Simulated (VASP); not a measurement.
# Lattice vibrations of K2CdSe2O6, part 4 of 4

Aim: the phonon dispersion and thermal properties of K2CdSe2O6. The start is a cell from a database of measured crystal structures.

VASP 6.6.1; PBEsol; plane waves and PAW (Cd, Se, K_pv, O).

So far. Step 2 (Relax the host): The run ended after 6 ionic steps, 0.092 eV below its first step, once forces and stress met EDIFFG = -0.03. Step 3 (Tight relaxation): The run ended after 19 ionic steps, 0.001 eV below its first step, once forces and stress met EDIFFG = -0.002.

### Step 5. Force constants in the supercell

System of this step: K2CdSe2O6. The cell holds 44 atoms: 4 Cd, 8 Se, 8 K and 24 O. Cell: a = 9.137 Å, b = 9.137 Å, c = 9.137 Å, α = 77.3°, β = 77.3°, γ = 77.3°. It derives from K2CdSe2O6.

Each independent atom is moved by 0.015 Å both ways; the forces give the force constants out to half the supercell.

INCAR reads:

```
SYSTEM = K2CdSe2O6
PREC = Accurate
ENCUT = 480
EDIFF = 1E-07
NELM = 120
ISMEAR = 0
SIGMA = 0.05
LREAL = Auto
ALGO = Fast
GGA = PS
NBANDS = 180
LWAVE = .FALSE.
LCHARG = .FALSE.
KPAR = 4
LASPH = .TRUE.
IBRION = 6
NSW = 1
NFREE = 2
POTIM = 0.015
ISIF = 0
ADDGRID = .TRUE.
```

POSCAR reads:

```
K2CdSe2O6
1.0
   -5.7048557256     -3.2936999889      6.3319036253
    5.7048557256     -3.2936999889      6.3319036253
    0.0000000000      6.5873999779      6.3319036253
Cd Se K O
4 8 8 24
Direct
    0.0000000000      0.0000000000      0.0000000000
    0.5000000000      0.5000000000      0.0000000000
    0.5000000000      0.0000000000      0.5000000000
    0.0000000000      0.5000000000      0.5000000000
    0.3754393427      0.3754393427      0.3754393427
    0.8754393427      0.8754393427      0.3754393427
    0.8754393427      0.3754393427      0.8754393427
    0.3754393427      0.8754393427      0.8754393427
    0.6245606573      0.6245606573      0.6245606573
    0.1245606573      0.1245606573      0.6245606573
    0.1245606573      0.6245606573      0.1245606573
    0.6245606573      0.1245606573      0.1245606573
    0.1968853602      0.1968853602      0.1968853602
    0.6968853602      0.6968853602      0.1968853602
    0.6968853602      0.1968853602      0.6968853602
    0.1968853602      0.6968853602      0.6968853602
    0.8031146398      0.8031146398      0.8031146398
    0.3031146398      0.3031146398      0.8031146398
    0.3031146398      0.8031146398      0.3031146398
    0.8031146398      0.3031146398      0.3031146398
    0.4924242722      0.4924242722      0.2565715029
    0.9924242722      0.9924242721      0.2565715029
    0.9924242722      0.4924242722      0.7565715029
    0.4924242722      0.9924242722      0.7565715029
    0.2565715029      0.4924242722      0.4924242721
    0.7565715029      0.9924242722      0.4924242722
    0.7565715029      0.4924242722      0.9924242721
    0.2565715029      0.9924242721      0.9924242722
    0.4924242722      0.2565715029      0.4924242721
    0.9924242721      0.7565715029      0.4924242722
    0.9924242722      0.2565715029      0.9924242721
    0.4924242722      0.7565715029      0.9924242722
    0.7434284971      0.5075757278      0.5075757278
    0.2434284971      0.0075757279      0.5075757278
    0.2434284971      0.5075757278      0.0075757278
    0.7434284971      0.0075757278      0.0075757278
    0.5075757279      0.5075757278      0.7434284971
    0.0075757279      0.0075757278      0.7434284971
    0.0075757278      0.5075757278      0.2434284971
    0.5075757278      0.0075757279      0.2434284971
    0.5075757279      0.7434284971      0.5075757278
    0.0075757279      0.2434284971      0.5075757278
    0.0075757278      0.7434284971      0.0075757278
    0.5075757278      0.2434284971      0.0075757278
```

KPOINTS reads:

```
Automatic mesh
0
Gamma
2 2 2
0 0 0
```

Potentials, in the order of the species: Cd, Se, K_pv and O (PBE family, release 64).

Run with:

```sh
mpirun -np 4 vasp_std
```

The log of the run:

```text
[banner, memory and clock lines left out]
running    4 mpi-ranks, on    1 nodes
 distrk:  each k-point on    1 cores,    4 groups
 distr:  one band on    1 cores,    1 groups

 POSCAR found type information on POSCAR CdSeK O
 POSCAR found :  4 types and      44 ions
 [... a notice as in an earlier step ...]

 LDA part: xc-table for (Slater+PW92), standard interpolation
 POSCAR, INCAR and KPOINTS ok, starting setup
 FFT: planning ... GRIDC
 FFT: planning ... GRID_SOFT
 FFT: planning ... GRID
 WAVECAR not read
 entering main loop
       N       E                     dE             d eps       ncg     rms          rms(c)
DAV:   1     0.265604212597E+04    0.26560E+04   -0.13435E+05  1440   0.147E+03
DAV:   2     0.599808633748E+02   -0.25961E+04   -0.24846E+04  1648   0.395E+02
DAV:   3    -0.258396984263E+03   -0.31838E+03   -0.31551E+03  1676   0.145E+02
DAV:   4    -0.267853144155E+03   -0.94562E+01   -0.93566E+01  1672   0.248E+01
DAV:   5    -0.268058369856E+03   -0.20523E+00   -0.20420E+00  1720   0.332E+00    0.516E+01
RMM:   6    -0.227206448963E+03    0.40852E+02   -0.18061E+02  1440   0.240E+01    0.291E+01
RMM:   7    -0.227184817966E+03    0.21631E-01   -0.14759E+01  1442   0.748E+00    0.133E+01
RMM:   8    -0.226728483367E+03    0.45633E+00   -0.27891E+00  1441   0.394E+00    0.616E+00
RMM:   9    -0.226748203281E+03   -0.19720E-01   -0.56945E-01  1453   0.188E+00    0.109E+00
RMM:  10    -0.226748105419E+03    0.97863E-04   -0.33258E-01  1465   0.986E-01    0.939E-01
RMM:  11    -0.226747488871E+03    0.61655E-03   -0.44856E-02  1478   0.426E-01    0.308E-01
RMM:  12    -0.226747341365E+03    0.14751E-03   -0.15779E-02  1442   0.245E-01    0.109E-01
RMM:  13    -0.226747286439E+03    0.54926E-04   -0.31226E-03  1517   0.934E-02    0.246E-02
RMM:  14    -0.226747341929E+03   -0.55490E-04   -0.53979E-04  1598   0.380E-02    0.187E-02
RMM:  15    -0.226747349303E+03   -0.73747E-05   -0.69852E-05  1604   0.140E-02    0.726E-03
RMM:  16    -0.226747349351E+03   -0.47268E-07   -0.21250E-05  1482   0.813E-03    0.426E-03
RMM:  17    -0.226747349209E+03    0.14200E-06   -0.29433E-06  1413   0.347E-03    0.141E-03
RMM:  18    -0.226747349338E+03   -0.12968E-06   -0.10756E-06  1244   0.177E-03    0.719E-04
RMM:  19    -0.226747349363E+03   -0.24782E-07   -0.19291E-07   901   0.776E-04
   1 F= -.22674735E+03 E0= -.22674735E+03  d E =-.135521E-16
 Found     9 degrees of freedom:
 Finite differences POTIM= 0.01500 DOF=   9
 bond charge predicted
       N       E                     dE             d eps       ncg     rms          rms(c)
DAV:   1    -0.226745834870E+03    0.15145E-02   -0.22954E+00  2280   0.216E+00    0.141E-01
RMM:   2    -0.226746471631E+03   -0.63676E-03   -0.91769E-03  2160   0.191E-01    0.435E-02
RMM:   3    -0.226746536987E+03   -0.65356E-04   -0.11316E-03  2172   0.572E-02    0.251E-02
RMM:   4    -0.226746534469E+03    0.25184E-05   -0.16802E-04  2237   0.219E-02    0.172E-02
RMM:   5    -0.226746529895E+03    0.45743E-05   -0.47414E-05  2166   0.127E-02    0.411E-03
RMM:   6    -0.226746530418E+03   -0.52341E-06   -0.97035E-06  2268   0.521E-03    0.276E-03
RMM:   7    -0.226746530439E+03   -0.20609E-07   -0.14482E-06  1869   0.226E-03    0.152E-03
RMM:   8    -0.226746530475E+03   -0.36045E-07   -0.36863E-07  1546   0.120E-03
   2 F= -.22674653E+03 E0= -.22674653E+03  d E =-.427196E-15
[... from here on, the cycles between the ionic steps are left out ...]
   3 F= -.22674653E+03 E0= -.22674653E+03  d E =-.321422E-19
   4 F= -.22674631E+03 E0= -.22674631E+03  d E =-.354490E-19
   5 F= -.22674631E+03 E0= -.22674631E+03  d E =-.509045E-19
   6 F= -.22674337E+03 E0= -.22674337E+03  d E =-.479753E-19
   7 F= -.22674337E+03 E0= -.22674337E+03  d E =-.398655E-19
   8 F= -.22674379E+03 E0= -.22674379E+03  d E =-.190400E-17
   9 F= -.22674381E+03 E0= -.22674381E+03  d E =-.164274E-19
  10 F= -.22674716E+03 E0= -.22674716E+03  d E =-.473997E-19
  11 F= -.22674716E+03 E0= -.22674716E+03  d E =-.478947E-19
  12 F= -.22674705E+03 E0= -.22674705E+03  d E =-.403243E-19
  13 F= -.22674702E+03 E0= -.22674702E+03  d E =-.509188E-19
  14 F= -.22674701E+03 E0= -.22674701E+03  d E =-.283933E-19
  15 F= -.22674701E+03 E0= -.22674701E+03  d E =-.306830E-19
  16 F= -.22674455E+03 E0= -.22674455E+03  d E =-.113018E-18
  17 F= -.22674462E+03 E0= -.22674462E+03  d E =-.287222E-19
  18 F= -.22674627E+03 E0= -.22674627E+03  d E =-.223375E-10
 Finite differences progress:
  Degree of freedom:   9/  9
  Displacement:        1/  2
  Total:              17/ 18
 bond charge predicted
       N       E                     dE             d eps       ncg     rms          rms(c)
DAV:   1    -0.226740685638E+03    0.55815E-02   -0.40693E+00  2160   0.429E+00    0.460E-01
RMM:   2    -0.226746089073E+03   -0.54034E-02   -0.62465E-02  2160   0.503E-01    0.188E-01
RMM:   3    -0.226746238102E+03   -0.14903E-03   -0.53378E-03  2163   0.155E-01    0.782E-02
RMM:   4    -0.226746231150E+03    0.69520E-05   -0.11203E-03  2175   0.658E-02    0.188E-02
RMM:   5    -0.226746249436E+03   -0.18286E-04   -0.21296E-04  2323   0.246E-02    0.993E-03
RMM:   6    -0.226746250778E+03   -0.13413E-05   -0.23657E-05  2206   0.972E-03    0.416E-03
RMM:   7    -0.226746251276E+03   -0.49850E-06   -0.52080E-06  2137   0.435E-03    0.168E-03
RMM:   8    -0.226746251374E+03   -0.97418E-07   -0.81970E-07  1726   0.189E-03
  19 F= -.22674625E+03 E0= -.22674625E+03  d E =-.100915E-18
 Finite differences progress:
  Degree of freedom:   9/  9
  Displacement:        2/  2
  Total:              18/ 18
```

Wall time 40 min (4 MPI ranks of Intel Xeon 6975P-C (Granite Rapids), shared host); peak memory 7.5 GiB; 2.5 h of CPU time.

Parts of OUTCAR (step 5):

```text
   k-points           NKPTS =      4   k-points in BZ     NKDIM =      4   number of bands    NBANDS=    180

   ENCUT  =  480.0 eV  35.28 Ry    5.94 a.u.  16.32 16.32 16.32*2*pi/ulx,y,z

   NELECT =     296.0000    total number of electrons

 E-fermi :  -0.1158

 k-point     1 :       0.0000    0.0000    0.0000
  band No.  band energies     occupation
    ...
    144      -0.5594      2.00000
    145      -0.5587      2.00000
    146      -0.5169      2.00000
    147      -0.5168      2.00000
    148      -0.5125      2.00000
    149       3.3900      0.00000
    150       3.9477      0.00000
    151       3.9495      0.00000
    152       3.9544      0.00000
    153       4.0601      0.00000
    ...

 POSITION                                       TOTAL-FORCE (eV/Angst)
 -----------------------------------------------------------------------------------
      0.00000      0.00000      0.00000         0.000000     -0.000163     -0.000864
      0.00000     -3.29370      6.33190         0.000000     -0.025271     -0.029060
     -2.85243      1.64685      6.33190         0.004008     -0.002277      0.001206
      2.85243      1.64685      6.33190        -0.004008     -0.002277      0.001206
      0.00000      0.00000      7.13174         0.000000      0.165401     -0.154487
      0.00000     -3.29370     13.46364         0.000000     -0.000024      0.003911
     -2.85243      1.64685     13.46364        -0.001811     -0.000665      0.003583
      2.85243      1.64685     13.46364         0.001811     -0.000665      0.003583
      0.00000      0.00000     11.86397         0.000000      0.003758     -0.001655
      0.00000      3.29370      5.53207         0.000000     -0.002835     -0.003113
      2.85243     -1.64685      5.53207        -0.004777     -0.001911     -0.005000
     -2.85243     -1.64685      5.53207         0.004777     -0.001911     -0.005000
      0.00000      0.00000      3.73998         0.000000     -0.000182      0.003895
      0.00000     -3.29370     10.07188         0.000000     -0.001082     -0.000262
     -2.85243      1.64685     10.07188        -0.000015      0.000493      0.000632
      2.85243      1.64685     10.07188         0.000015      0.000493      0.000632
      0.00000      0.00000     15.25573         0.000000     -0.000653     -0.000444
      0.00000      3.29370      8.92383         0.000000     -0.000504     -0.000976
      2.85243     -1.64685      8.92383         0.004032      0.000329     -0.001131
     -2.85243     -1.64685      8.92383        -0.004032      0.000329     -0.001131
      0.00000     -1.55366      7.84555         0.000000     -0.117212      0.146786
     -0.00000     -4.84736     14.19246         0.000000      0.001293      0.001223
     -2.85243      0.09319     14.19246         0.000779      0.001885      0.000531
      2.85243      0.09319     14.19246        -0.000779      0.001885      0.000531
[...]
-----------------------------------------------------------------------------------
    total drift:                                0.000002      0.002869     -0.000406

  FREE ENERGIE OF THE ION-ELECTRON SYSTEM (eV)
  ---------------------------------------------------
  free  energy   TOTEN  =      -226.7462513736 eV

  energy  without entropy=     -226.7462513736  energy(sigma->0) =     -226.74625137

 Eigenvectors and eigenvalues of the dynamical matrix
 ----------------------------------------------------

   1 f  =   23.943445 THz   150.441101 2PiTHz  798.667352 cm-1    99.022087 meV
             X         Y         Z           dx          dy          dz
      0.000000  0.000000  0.000000    -0.000000   -0.000000    0.000000
      0.000000 -3.293700  6.331904     0.000000   -0.000000    0.000000
     -2.852428  1.646850  6.331904     0.000000    0.000000    0.000000
      2.852428  1.646850  6.331904    -0.000000    0.000000    0.000000
      0.000000  0.000000  7.131737     0.000000    0.000000   -0.114210
[...]
4.197934 -2.423678  4.803255     0.151639   -0.087549   -0.081605
     -1.506922 -2.423678  4.803255     0.151639   -0.087549   -0.081605

   2 f  =   23.769996 THz   149.351288 2PiTHz  792.881710 cm-1    98.304759 meV
             X         Y         Z           dx          dy          dz
      0.000000  0.000000  0.000000    -0.000000   -0.000000    0.005562
      0.000000 -3.293700  6.331904     0.000000   -0.000000    0.005562
     -2.852428  1.646850  6.331904     0.000000   -0.000000    0.005562
      2.852428  1.646850  6.331904    -0.000000   -0.000000    0.005562
      0.000000  0.000000  7.131737     0.000000    0.000000   -0.115183
      0.000000 -3.293700 13.463641    -0.000000    0.000000   -0.115183
     -2.852428  1.646850 13.463641     0.000000    0.000000   -0.115183
      2.852428  1.646850 13.463641    -0.000000    0.000000   -0.115183
      0.000000  0.000000 11.863974    -0.000000    0.000000   -0.115183
      0.000000  3.293700  5.532070     0.000000    0.000000   -0.115183
      2.852428 -1.646850  5.532070    -0.000000    0.000000   -0.115183
     -2.852428 -1.646850  5.532070     0.000000    0.000000   -0.115183
      0.000000  0.000000  3.739977     0.000000    0.000000    0.000105
      0.000000 -3.293700 10.071881    -0.000000    0.000000    0.000105
     -2.852428  1.646850 10.071881     0.000000    0.000000    0.000105
      2.852428  1.646850 10.071881    -0.000000    0.000000    0.000105
      0.000000  0.000000 15.255733    -0.000000    0.000000    0.000105
      0.000000  3.293700  8.923830     0.000000    0.000000    0.000105
      2.852428 -1.646850  8.923830    -0.000000    0.000000    0.000105
     -2.852428 -1.646850  8.923830     0.000000    0.000000    0.000105
      0.000000 -1.553657  7.860552    -0.000000   -0.174516    0.082360
     -0.000000 -4.847357 14.192456     0.000000   -0.174516    0.082360
     -2.852428  0.093193 14.192456     0.000000   -0.174516    0.082360
      2.852428  0.093193 14.192456    -0.000000   -0.174516    0.082360
[...]
4.197934 -2.423678  4.803255    -0.151136    0.087258    0.082360
     -1.506922 -2.423678  4.803255    -0.151136    0.087258    0.082360

   3 f  =   23.744770 THz   149.192792 2PiTHz  792.040282 cm-1    98.200435 meV
             X         Y         Z           dx          dy          dz
      0.000000  0.000000  0.000000     0.016490    0.000912   -0.000248
      0.000000 -3.293700  6.331904    -0.016490   -0.000912    0.000248
     -2.852428  1.646850  6.331904    -0.001580   -0.009521    0.002589
      2.852428  1.646850  6.331904     0.001580    0.009520   -0.002589
      0.000000  0.000000  7.131737    -0.064287   -0.003556    0.014683
      0.000000 -3.293700 13.463641     0.064287    0.003554   -0.014687
     -2.852428  1.646850 13.463641     0.006158    0.037117   -0.153308
      2.852428  1.646850 13.463641    -0.006158   -0.037115    0.153312
      0.000000  0.000000 11.863974    -0.064287   -0.003556    0.014683
      0.000000  3.293700  5.532070     0.064287    0.003554   -0.014687
      2.852428 -1.646850  5.532070     0.006158    0.037117   -0.153308
     -2.852428 -1.646850  5.532070    -0.006158   -0.037115    0.153312
      0.000000  0.000000  3.739977     0.005031    0.000278   -0.000720
      0.000000 -3.293700 10.071881    -0.005031   -0.000278    0.000721
     -2.852428  1.646850 10.071881    -0.000482   -0.002904    0.007522
      2.852428  1.646850 10.071881     0.000482    0.002904   -0.007522
      0.000000  0.000000 15.255733     0.005031    0.000278   -0.000720
      0.000000  3.293700  8.923830    -0.005031   -0.000278    0.000721
      2.852428 -1.646850  8.923830    -0.000482   -0.002904    0.007522
     -2.852428 -1.646850  8.923830     0.000482    0.002904   -0.007522
    [... 6084 further lines ...]
      1.345506  2.516872  4.803255     0.102062    0.176777   -0.000000
      4.197934 -2.423678  4.803255     0.102062    0.176777   -0.000000
     -1.506922 -2.423678  4.803255     0.102062    0.176777   -0.000000

 ELASTIC MODULI CONTR FROM IONIC RELAXATION (kBar)
 Direction    XX          YY          ZZ          XY          YZ          ZX
 --------------------------------------------------------------------------------
 XX           0.0000      0.0000      0.0000      0.0000      0.0000      0.0000
 YY           0.0000      0.0000      0.0000      0.0000      0.0000      0.0000
 ZZ           0.0000      0.0000      0.0000      0.0000      0.0000      0.0000
 XY           0.0000      0.0000      0.0000      0.0000      0.0000      0.0000
 YZ           0.0000      0.0000      0.0000      0.0000      0.0000      0.0000
 ZX           0.0000      0.0000      0.0000      0.0000      0.0000      0.0000
 --------------------------------------------------------------------------------

[... 1 part as in an earlier step ...]

[... 13 further parts left out ...]
```

The last energy, forces, stress and levels in OUTCAR belong to the last displaced cell, not to the cell of POSCAR.

This step gave:

* electrons: 296
* lowest frequency: -45.49 cm⁻¹
* highest frequency: 805.0 cm⁻¹
* dynamically stable: no

With the long-range dipole term. Phonon branches along the path, in cm⁻¹:

```tsv
point	branch 1	branch 2	branch 3	branch 4	branch 30	branch 31	branch 32	branch 33
Γ	-45	0	0	0	710	788	798	799
0.47 of the way	12	26	29	71	713	789	792	802
L	22	26	58	69	741	776	793	805
0.53 of the way	57	61	72	73	745	779	789	801
B1	63	70	80	87	751	780	786	794
jump to B	63	70	80	87	751	780	786	794
0.47 of the way	51	64	65	66	730	750	796	797
Z	-34	41	57	57	706	706	800	803
0.53 of the way	-41	35	35	47	708	708	799	801
Γ	-45	0	0	0	710	710	799	800
0.47 of the way	23	40	53	69	721	788	793	803
X	63	68	85	86	751	782	785	795
jump to Q	63	68	85	86	751	782	785	795
0.47 of the way	65	65	68	78	752	781	788	790
F	45	58	68	77	753	779	788	792
0.53 of the way	44	56	68	76	752	777	787	795
P1	42	52	69	75	748	774	787	798
0.47 of the way	40	51	66	70	723	743	796	799
Z	-34	41	57	57	706	706	800	803
jump to L	22	26	58	69	741	776	793	805
0.47 of the way	29	36	63	69	743	777	790	803
P	42	52	69	75	748	774	787	798
```

The phonon density of states has structure finer than the step of the table below, so its rows give means over 25 cm⁻¹, whole bins alone (the curve runs from -72.2 to 831 cm⁻¹). Peaks (cm⁻¹: height): 69.2: 0.148, 103.9: 0.198, 117.3: 0.204, 152.0: 0.158, 345.4: 0.129, 711.0: 0.134, 797.8: 0.124.

The phonon density of states by frequency; means over each step:

```tsv
frequency (cm⁻¹)	phonon density of states (states/cm⁻¹/cell)
-50	5.9e-4
-25	0.00267
0	0.00189
25	0.0216
50	0.0697
75	0.135
100	0.170
125	0.164
150	0.111
175	0.0109
200	0.0467
225	0.0659
250	0.0410
275	1.6e-4
300	8.4e-7
325	0.0529
350	0.0908
375	0.0163
400	0
425	0.00253
450	0.0521
475	0.0253
500	0
525	0
550	0
575	0
600	0
625	0
650	0
675	2.9e-6
700	0.0702
725	0.0334
750	0.0239
775	0.0386
800	0.0740
```

### Step 6. Summary of results

```json
{
 "highest frequency": "805 cm⁻¹",
 "lowest frequency": "-45.5 cm⁻¹"
}
```

**Reading.** The spectrum reaches 805 cm⁻¹, and its lowest point lies at -45 cm⁻¹. Imaginary modes (printed as negative) make the structure unstable in the harmonic picture at these settings. Where their wave vectors fit the supercell they are computed directly; elsewhere they may come from the interpolation. Frequencies between the wave vectors that fit the supercell are interpolated.

[Lines on the potential files, build, host, timing and source positions are cut from VASP's logs without a mark.]

[Logs are printed without paths, hosts, clocks, repeated set-up lines and the standing remarks that a program may print on its own settings, such as how far it seeks lower states.]

[Hosts, paths, dates, database ids (printed as entryN), source tags and the programs' standing remarks are cut or masked in the printed files.]

[Runs that stopped without an error message from VASP are left out.]
